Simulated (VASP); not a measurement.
Given:

```yaml
crystal:
  lattice:
    - [0.00000, 3.03253, 3.04777]
    - [3.04777, 0.00000, 3.04777]
    - [3.04777, 3.03253, 0.00000]
  atoms:
    - { symbol: Sr, position: [0.00000, 0.00000, 0.00000] }
```

Computed with r2SCAN meta-GGA, VASP's PBE PAW potentials (set 64) (plane waves; VASP). Settings: 480 eV cut-off, 10×10×10 Γ-centred mesh, first-order Methfessel-Paxton smearing of 0.10 eV, potentials Sr_sv.

### Question
What does the run give for the energy per atom (σ→0), band gap (on the k-mesh) with the smallest direct gap where there is one?

### Answer

```json
{
  "band gap (on the k-mesh)": "none (metal, semimetal or under 0.01 eV)",
  "energy per atom (σ→0)": "-15.098 eV/atom"
}
```

The compound is Sr in the fcc structure. This cell was strained or had an atom moved on purpose.
